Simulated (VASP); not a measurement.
Data:

```xyz
2
Lattice="0.0000 3.0584 3.0584 3.0584 0.0000 3.0584 3.0584 3.0584 0.0000" Properties=species:S:1:pos:R:3 pbc="T T T"
Cd     0.0000     0.0000     0.0000
Se     1.5292     1.5292     1.5292
```

Computed with AM05 GGA, VASP's PBE PAW potentials (set 64) (plane waves; VASP). Numerical set-up: 520 eV cut-off, 8×8×8 Γ-centred mesh, tetrahedra with Blöchl corrections, potentials Cd Se.

What does the run give for the energy per atom (σ→0), band gap (on the k-mesh) with the smallest direct gap where there is one?

- band gap (on the k-mesh) = 0.55 eV
- smallest direct gap (on the k-mesh) = 0.55 eV
- energy per atom (σ→0) = -2.849 eV/atom

Only differences to runs with the same potentials and settings are physical.

The compound is CdSe in the zinc blende structure, whereas wurtzite is the usual form. It was relaxed first.
